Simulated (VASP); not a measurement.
Output of a VASP run:

**OSZICAR**
```
...
DAV:   5    -0.153001494476E+02    0.19226E-01   -0.53388E-02  5893   0.333E+00    0.116E+00
DAV:   6    -0.152952993672E+02    0.48501E-02   -0.44322E-02  5360   0.193E+00    0.529E-01
DAV:   7    -0.152928357822E+02    0.24636E-02   -0.81053E-03  6365   0.124E+00    0.134E-01
DAV:   8    -0.152929045337E+02   -0.68752E-04   -0.11899E-03  5103   0.314E-01    0.408E-02
DAV:   9    -0.152929232205E+02   -0.18687E-04   -0.24402E-05  5649   0.727E-02    0.258E-02
DAV:  10    -0.152929267324E+02   -0.35119E-05   -0.11514E-05  5131   0.534E-02    0.556E-03
DAV:  11    -0.152929273350E+02   -0.60262E-06   -0.85348E-07  3774   0.101E-02
   3 F= -.15292927E+02 E0= -.15293150E+02  d E =-.366364E-01  mag=     4.9928
       N       E                     dE             d eps       ncg     rms          rms(c)
DAV:   1    -0.165944364824E+02   -0.13015E+01   -0.21215E+01  5082   0.674E+01    0.108E+01
DAV:   2    -0.152781481988E+02    0.13163E+01   -0.32468E+00  5089   0.259E+01    0.742E+00
DAV:   3    -0.153246966461E+02   -0.46548E-01   -0.32515E-01  5327   0.604E+00    0.280E+00
DAV:   4    -0.153244362858E+02    0.26036E-03   -0.19914E-02  5591   0.197E+00    0.149E+00
DAV:   5    -0.153207199018E+02    0.37164E-02   -0.13171E-02  5257   0.114E+00    0.741E-01
DAV:   6    -0.153195400574E+02    0.11798E-02   -0.14010E-03  5286   0.499E-01    0.229E-01
DAV:   7    -0.153195352876E+02    0.47698E-05   -0.26415E-04  5504   0.265E-01    0.323E-02
DAV:   8    -0.153195531326E+02   -0.17845E-04   -0.50435E-05  5146   0.709E-02    0.198E-02
DAV:   9    -0.153195542523E+02   -0.11197E-05   -0.45987E-06  5208   0.311E-02    0.111E-02
DAV:  10    -0.153195543425E+02   -0.90169E-07   -0.82669E-07  3804   0.127E-02
   4 F= -.15319554E+02 E0= -.15319713E+02  d E =-.632634E-01  mag=     4.9148
       N       E                     dE             d eps       ncg     rms          rms(c)
DAV:   1    -0.154626015974E+02   -0.14305E+00   -0.25323E+00  5096   0.243E+01    0.361E+00
DAV:   2    -0.153215223782E+02    0.14108E+00   -0.31850E-01  5096   0.911E+00    0.301E+00
DAV:   3    -0.153226523209E+02   -0.11299E-02   -0.32073E-02  5208   0.181E+00    0.100E+00
DAV:   4    -0.153215483324E+02    0.11040E-02   -0.18112E-03  5279   0.440E-01    0.449E-01
DAV:   5    -0.153209872523E+02    0.56108E-03   -0.92644E-04  5215   0.324E-01    0.158E-01
DAV:   6    -0.153209311737E+02    0.56079E-04   -0.14546E-04  5355   0.141E-01    0.235E-02
DAV:   7    -0.153209361579E+02   -0.49843E-05   -0.17844E-05  5124   0.499E-02    0.913E-03
DAV:   8    -0.153209382386E+02   -0.20806E-05   -0.20876E-06  4392   0.166E-02    0.562E-03
DAV:   9    -0.153209389201E+02   -0.68154E-06   -0.61374E-07  3185   0.118E-02
   5 F= -.15320939E+02 E0= -.15321092E+02  d E =-.646480E-01  mag=     4.9529
       N       E                     dE             d eps       ncg     rms          rms(c)
DAV:   1    -0.153407316672E+02   -0.19793E-01   -0.32979E-01  5089   0.863E+00    0.132E+00
DAV:   2    -0.153213677093E+02    0.19364E-01   -0.43986E-02  5096   0.324E+00    0.106E+00
DAV:   3    -0.153218894016E+02   -0.52169E-03   -0.45290E-03  5194   0.708E-01    0.362E-01
DAV:   4    -0.153217678305E+02    0.12157E-03   -0.16606E-04  5208   0.121E-01    0.161E-01
DAV:   5    -0.153216993522E+02    0.68478E-04   -0.11232E-04  5290   0.112E-01    0.571E-02
DAV:   6    -0.153216924774E+02    0.68748E-05   -0.18937E-05  5313   0.499E-02    0.803E-03
DAV:   7    -0.153216928857E+02   -0.40824E-06   -0.19206E-06  4922   0.165E-02
   6 F= -.15321693E+02 E0= -.15321855E+02  d E =-.654019E-01  mag=     4.9396
```

### OUTCAR
```
------------------------ aborting loop because EDIFF is reached ----------------------------------------
  FORCE on cell =-STRESS in cart. coord.  units (eV):
  Direction    XX          YY          ZZ          XY          YZ          ZX
  --------------------------------------------------------------------------------------
  Total       -0.0102126     -0.0102126     -0.0102126     -0.0000000     -0.0000000      0.0000000
  in kB       -0.7736181     -0.7736181     -0.7736181     -0.0000000     -0.0000000      0.0000000
  external PRESSURE =      -0.7736181 kB  Pullay stress =       0.0000000 kB
  volume of cell :       21.15
      direct lattice vectors                 reciprocal lattice vectors
     2.765500685  0.000000000 -0.000000000     0.361598175  0.000000000 -0.000000000
    -0.000000000  2.765500685  0.000000000     0.000000000  0.361598175  0.000000000
     0.000000000 -0.000000000  2.765500685     0.000000000 -0.000000000  0.361598175
 POSITION                                       TOTAL-FORCE (eV/Angst)
 -----------------------------------------------------------------------------------
      0.00000      0.00000      0.00000         0.000000     -0.000000      0.000000
      1.38275      1.38275      1.38275        -0.000000      0.000000      0.000000
 -----------------------------------------------------------------------------------
    total drift:                                0.000000      0.000000      0.000000
  FREE ENERGIE OF THE ION-ELECTRON SYSTEM (eV)
  ---------------------------------------------------
  free  energy   TOTEN  =       -15.3216928857 eV

  energy  without entropy=      -15.3221785252  energy(sigma->0) =      -15.32185477

 total charge

# of ion       s       p       d       tot
------------------------------------------
    1        0.201   6.164   4.949  11.314
    2        1.574   3.366   0.000   4.940
--------------------------------------------------
tot          1.775   9.530   4.949  16.253

 magnetization (x)

# of ion       s       p       d       tot
------------------------------------------
    1        0.035   0.038   4.363   4.436
    2        0.026   0.221   0.000   0.247
--------------------------------------------------
tot          0.061   0.259   4.363   4.683

 reached required accuracy - stopping structural energy minimisation
```
(Selected blocks of OUTCAR.)

File POSCAR:
```
MnO
1
    2.6650000000     0.0000000000     0.0000000000
    0.0000000000     2.6650000000     0.0000000000
    0.0000000000     0.0000000000     2.6650000000
Mn O
1 1
Direct
  0.0000000000   0.0000000000   0.0000000000
  0.5000000000   0.5000000000   0.5000000000
```

Write an INCAR and KPOINTS that could have produced this output.

Several could match; the one computed here: the input of the run itself, PBE GGA, plane waves, VASP's PBE PAW potentials (set 64).

### KPOINTS
```
kpoints
0
Gamma
  12 12 12
```

### INCAR
```
SYSTEM=MnO
PREC=Accurate; ENCUT=520; LREAL=F
LASPH=T
EDIFF=1E-6; NELM=100; ALGO=Normal
LMAXMIX=4
ISMEAR=1; SIGMA=0.1
GGA=PE
MAGMOM=4.0 0.0
ISPIN=2
IBRION=2; NSW=60; ISIF=3
EDIFFG=-0.01
LWAVE=F; LCHARG=F; LORBIT=10
```

POTCAR, in this order: Mn_pv O (PBE.64 set). Program: vasp_std.

Energy and stress use the plane-wave basis of the starting cell. The moments were started parallel, and other spin orders were not tried in this run.

The structure was generated: MnO was put into the CsCl type type (Pm-3m), which need not be its known phase. This run relaxes it. Symmetry was kept, so distortions that lower it aren't found.
